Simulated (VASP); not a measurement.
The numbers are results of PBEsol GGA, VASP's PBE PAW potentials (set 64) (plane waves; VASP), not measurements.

Input for VASP

File POSCAR:
```
AlIn3N4
1
    0.0000000000     2.4150066958     2.4150066958
    2.4150066958     0.0000000000     2.4150066958
    9.7168705994     9.7168705994    -0.0568438162
In N Al
3 4 1
Direct
  0.0161743634   0.0161743634   0.9878692274
  0.0004734943   0.0004734943   0.2496448792
  0.9855977325   0.9855977325   0.5108017006
  0.2544208325   0.2544208325   0.0591843756
  0.2394938113   0.2394938113   0.3203796415
  0.2249118854   0.2249118854   0.5813160859
  0.2752254542   0.2752254542   0.7935809093
  0.0037024263   0.0037024263   0.7472231803
```

**KPOINTS**
```
Automatic mesh
0
Gamma
7 7 2
0 0 0
```

### INCAR
```
! general
SYSTEM  = AlIn3N4
PREC    = Accurate
ENCUT   = 520
LREAL   = F
LASPH   = T

! electronic loop
EDIFF   = 1E-6
NELM    = 100
ALGO    = Normal
LMAXMIX = 4

! smearing
ISMEAR  = 0
SIGMA   = 0.05

! functional
GGA     = PS

! ions
IBRION  = 2
NSW     = 60
ISIF    = 3
EDIFFG  = -0.02

! output
LWAVE   = F
LCHARG  = F
```

POTCAR, in this order: In_d N Al (PBE.64 set). Program: vasp_std.

Output

**OUTCAR**
```
 ion  position               nearest neighbor table
   1  0.016  0.016  0.988-   4 2.13   4 2.13   4 2.13   7 2.19   8 3.35   8 3.35   8 3.35   2 3.54
                             2 3.54   2 3.54
   2  0.000  0.000  0.250-   5 2.13   5 2.13   5 2.13   4 2.14   3 3.54   3 3.54   3 3.54   1 3.54
                             1 3.54   1 3.54
   3  0.986  0.986  0.511-   6 2.13   6 2.13   6 2.13   5 2.14   8 3.31   8 3.31   8 3.31   2 3.54
                             2 3.54   2 3.54
   4  0.254  0.254  0.059-   1 2.13   1 2.13   1 2.13   2 2.14
   5  0.239  0.239  0.320-   2 2.13   2 2.13   2 2.13   3 2.14
   6  0.225  0.225  0.581-   8 1.87   3 2.13   3 2.13   3 2.13
   7  0.275  0.275  0.794-   8 2.04   8 2.04   8 2.04   1 2.19
   8  0.004  0.004  0.747-   6 1.87   7 2.04   7 2.04   7 2.04   3 3.31   3 3.31   3 3.31   1 3.35
                             1 3.35   1 3.35
  LATTYP: Found a trigonal (rhomboedric) cell.
 ALAT       =    11.4243514609
 COS(alpha) =     0.9553137853
 Subroutine PRICEL returns:
 Original cell was already a primitive cell.
 Subroutine GETGRP returns: Found  6 space group operations
The static configuration has the point symmetry C_3v.
The dynamic configuration has the point symmetry C_3v.
 Subroutine INISYM returns: Found  6 space group operations
 Subroutine IBZKPT returns following result:
 Found     32 irreducible k-points:

 Following reciprocal coordinates:
            Coordinates               Weight
  0.000000  0.000000  0.000000      1.000000
  0.142857  0.000000  0.000000      4.000000
  0.285714  0.000000  0.000000      4.000000
  0.428571  0.000000 -0.000000      4.000000
  0.142857  0.142857 -0.000000      2.000000
  0.285714  0.142857 -0.000000      4.000000
  0.428571  0.142857  0.000000      4.000000
 -0.428571  0.142857 -0.000000      4.000000
 -0.285714  0.142857 -0.000000      4.000000
 -0.142857  0.142857  0.000000      2.000000
  0.285714  0.285714 -0.000000      2.000000
  0.428571  0.285714 -0.000000      4.000000
 -0.428571  0.285714  0.000000      4.000000
...
```

OSZICAR:
```
       N       E                     dE             d eps       ncg     rms          rms(c)
DAV:   1     0.698447479850E+03    0.69845E+03   -0.29110E+04  2368   0.220E+03
DAV:   2     0.697945115969E+02   -0.62865E+03   -0.60818E+03  2427   0.543E+02
DAV:   3    -0.495619707878E+02   -0.11936E+03   -0.11523E+03  2933   0.228E+02
DAV:   4    -0.579187252781E+02   -0.83568E+01   -0.82915E+01  3048   0.606E+01
DAV:   5    -0.581712794865E+02   -0.25255E+00   -0.25227E+00  3467   0.105E+01    0.192E+01
DAV:   6    -0.494823509605E+02    0.86889E+01   -0.39404E+01  3726   0.646E+01    0.149E+01
DAV:   7    -0.497472729130E+02   -0.26492E+00   -0.44664E+00  2642   0.131E+01    0.491E+00
DAV:   8    -0.496552234061E+02    0.92050E-01   -0.43304E-01  3712   0.614E+00    0.258E+00
DAV:   9    -0.496204984354E+02    0.34725E-01   -0.97094E-02  3702   0.389E+00    0.582E-01
DAV:  10    -0.496180876418E+02    0.24108E-02   -0.13237E-02  3544   0.121E+00    0.363E-01
DAV:  11    -0.496181789135E+02   -0.91272E-04   -0.47283E-03  3677   0.492E-01    0.216E-01
DAV:  12    -0.496183073413E+02   -0.12843E-03   -0.45754E-04  3440   0.173E-01    0.459E-02
DAV:  13    -0.496182988880E+02    0.84533E-05   -0.69370E-05  3552   0.106E-01    0.183E-02
DAV:  14    -0.496182994993E+02   -0.61133E-06   -0.36190E-05  3182   0.330E-02    0.961E-03
DAV:  15    -0.496182993137E+02    0.18559E-06   -0.31462E-06  2244   0.210E-02
   1 F= -.49618299E+02 E0= -.49618078E+02  d E =-.496183E+02
       N       E                     dE             d eps       ncg     rms          rms(c)
DAV:   1    -0.496182548933E+02    0.44606E-04   -0.21936E-02  2613   0.841E-01    0.564E-02
DAV:   2    -0.496183433835E+02   -0.88490E-04   -0.95541E-04  3664   0.241E-01    0.209E-02
DAV:   3    -0.496183392256E+02    0.41579E-05   -0.18934E-05  3375   0.569E-02    0.152E-02
DAV:   4    -0.496183369868E+02    0.22387E-05   -0.48269E-06  2848   0.445E-02    0.705E-03
DAV:   5    -0.496183370820E+02   -0.95154E-07   -0.37375E-06  2304   0.185E-02
   2 F= -.49618337E+02 E0= -.49618120E+02  d E =-.377682E-04
```

OUTCAR:
```
------------------------ aborting loop because EDIFF is reached ----------------------------------------
  FORCE on cell =-STRESS in cart. coord.  units (eV):
  Direction    XX          YY          ZZ          XY          YZ          ZX
  --------------------------------------------------------------------------------------
  Total        0.0207447      0.0207447      0.0207447      0.0226478     -0.0226478     -0.0226478
  in kB        0.2924198      0.2924198      0.2924198      0.3192463     -0.3192463     -0.3192463
  external PRESSURE =       0.2924198 kB  Pullay stress =       0.0000000 kB
  volume of cell :      113.66
      direct lattice vectors                 reciprocal lattice vectors
     0.000000000  2.414951691  2.414951691    -0.206443053  0.207643905  0.206443053
     2.414951691 -0.000000000  2.414951691     0.207643905 -0.206443053  0.206443053
     9.716325334  9.716325334 -0.056518569     0.051310550  0.051310550 -0.051310550
 POSITION                                       TOTAL-FORCE (eV/Angst)
 -----------------------------------------------------------------------------------
      9.63667      9.63667      0.02313        -0.001201     -0.001201      0.001201
      2.42710      2.42710     -0.01215        -0.003747     -0.003747      0.003747
      7.34282      7.34282      4.73194         0.004379      0.004379     -0.004379
      1.18950      1.18950      1.22546         0.000148      0.000148     -0.000148
      3.69152      3.69152      1.13838         0.001514      0.001514     -0.001514
      6.19196      6.19196      1.05289        -0.002797     -0.002797      0.002797
      8.37559      8.37559      1.28422        -0.002633     -0.002633      0.002633
      7.26913      7.26913     -0.02427         0.004337      0.004337     -0.004337
 -----------------------------------------------------------------------------------
    total drift:                                0.000855      0.000855     -0.000874
  FREE ENERGIE OF THE ION-ELECTRON SYSTEM (eV)
  ---------------------------------------------------
  free  energy   TOTEN  =       -49.6183370820 eV

  energy  without entropy=      -49.6179033236  energy(sigma->0) =      -49.61812020

 reached required accuracy - stopping structural energy minimisation
```
(Selected blocks of OUTCAR.)

### CONTCAR
```
AlIn3N4
   1.00000000000000
     0.0000000000000000    2.4149516911296778    2.4149516911296778
     2.4149516911296778   -0.0000000000000000    2.4149516911296778
     9.7163253336633257    9.7163253336633257   -0.0565185691446142
  In              N               Al
     3     4     1
Direct
     0.0163480021104661    0.0163480021104661    0.9877389983671461
     0.0004073291882579    0.0004073291882579    0.2496945030338070
     0.9856938541807464    0.9856938541807464    0.5107296093394362
     0.2544152427414389    0.2544152427414389    0.0591885679189204
     0.2394437015440386    0.2394437015440386    0.3204172238169688
     0.2247984753323930    0.2247984753323930    0.5814011434507026
     0.2751756401069289    0.2751756401069289    0.7936182698697989
     0.0037177546957285    0.0037177546957285    0.7472116840032023
```

OUTCAR:
```
 val. band max:        6.5761746778   @ k =   0.0000   0.0000   0.0000

 cond. band min:       6.6578776901   @ k =   0.0000   0.0000   0.0000


 Fermi energy:         6.6252431138

 k-point     1 :       0.0000    0.0000    0.0000
  band No.  band energies     occupation
      1      -8.3520      2.00000
      2      -8.3248      2.00000
      3      -8.2887      2.00000
      4      -7.6644      2.00000
      5      -6.8404      2.00000
      6      -6.8404      2.00000
      7      -6.7637      2.00000
      8      -6.7637      2.00000
      9      -6.7133      2.00000
     10      -6.7133      2.00000
     11      -6.5156      2.00000
     12      -6.4554      2.00000
     13      -6.4554      2.00000
     14      -6.3703      2.00000
     15      -6.3703      2.00000
     16      -6.3291      2.00000
     17      -6.3291      2.00000
     18      -6.1969      2.00000
     19      -5.0957      2.00000
     20       0.3093      2.00000
     21       2.4567      2.00000
     22       3.1474      2.00000
     23       5.0484      2.00000
     24       5.0484      2.00000
     25       5.9880      2.00000
     26       5.9880      2.00000
     27       6.1901      2.00000
     28       6.1901      2.00000
     29       6.2267      2.00000
     30       6.5762      1.83482
     31       6.5762      1.83482
     32       6.6579      0.35598
     33       9.1084      0.00000
     34       9.3267      0.00000
     35      10.3622      0.00000
     36      13.1159      0.00000
     37      13.6959      0.00000

 k-point     2 :       0.1429    0.0000    0.0000
  band No.  band energies     occupation
      1      -8.3305      2.00000
      2      -8.2905      2.00000
      3      -8.2764      2.00000
      4      -7.6324      2.00000
      5      -6.7891      2.00000
      6      -6.7733      2.00000
      7      -6.7100      2.00000
      8      -6.7016      2.00000
      9      -6.6541      2.00000
     10      -6.6510      2.00000
     11      -6.5283      2.00000
...
```

Unless said otherwise, spin-orbit coupling is left out, though it shifts the bands of the heavy elements here.

The structure was generated: AlIn3N4 was put into an ordered model structure (R3m), which need not be its known phase. This run relaxes it. Symmetry was kept, so distortions that lower it aren't found. The start is the result of an earlier pass.
